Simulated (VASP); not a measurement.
Given:

```
CELL_PARAMETERS angstrom
      0.00000     3.07776     3.07776
      3.07776     0.00000     3.07776
      3.07776     3.07776     0.00000
ATOMIC_POSITIONS crystal
  Sc 0.50000 0.50000 0.50000
  Bi 0.00000 0.00000 0.00000
```

These are LDA (Ceperley-Alder, Perdew-Zunger), VASP's LDA PAW potentials (set 64) (plane waves; VASP 6.6.1) values and carry that method's errors. Numerical set-up: 300 eV cut-off, 8×8×8 Γ-centred mesh, Gaussian smearing of 0.20 eV, potentials Sc_sv Bi_d.

**Question.** Give the energies of bands 11 to 16 at the high-symmetry points, in eV from the Fermi level.

**Answer.** 
| band | Γ | X | U | L | W |
|---|---|---|---|---|---|
| 11 | 0.61 | -3.38 | -3.03 | -4.32 | -2.67 |
| 12 | 0.61 | -0.92 | -2.79 | -1.54 | -2.67 |
| 13 | 0.61 | -0.92 | -1.31 | -1.54 | -2.23 |
| 14 | 0.94 | -0.34 | 0.62 | 1.39 | 1.36 |
| 15 | 0.95 | 1.32 | 1.53 | 1.39 | 1.36 |
| 16 | 1.06 | 1.69 | 1.79 | 1.59 | 1.59 |

It has no gap at this level: it comes out as a metal or semimetal.

The structure comes from a computed database's ScBi entry (Fm-3m); how it stands against other phases isn't given here. The cell was not relaxed at this level.
